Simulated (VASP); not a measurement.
Consider the following.

```
CELL_PARAMETERS angstrom
     -1.64067     1.64067     1.64067
      1.64067    -1.64067     1.64067
      1.64067     1.64067    -1.64067
ATOMIC_POSITIONS crystal
  Ta 0.00000 0.00000 0.00000
```

Computed with MS2 meta-GGA, VASP's PBE PAW potentials (set 64) (plane waves; VASP). Numerical set-up: 520 eV cut-off, 17×17×17 Γ-centred mesh, tetrahedra with Blöchl corrections, potentials Ta_pv.

Give the energies of bands 4 to 8 at the high-symmetry points, in eV from the Fermi level.

| band | Γ | H | N | P |
|---|---|---|---|---|
| 4 | -8.09 | -3.94 | -4.51 | -1.24 |
| 5 | 0.75 | -3.94 | -1.61 | -1.24 |
| 6 | 0.75 | 7.11 | 1.70 | -1.24 |
| 7 | 0.75 | 7.11 | 4.02 | 5.28 |
| 8 | 4.14 | 7.11 | 5.10 | 5.28 |

It has no gap at this level: it comes out as a metal or semimetal.

The compound is Ta in the bcc structure. It was relaxed first.
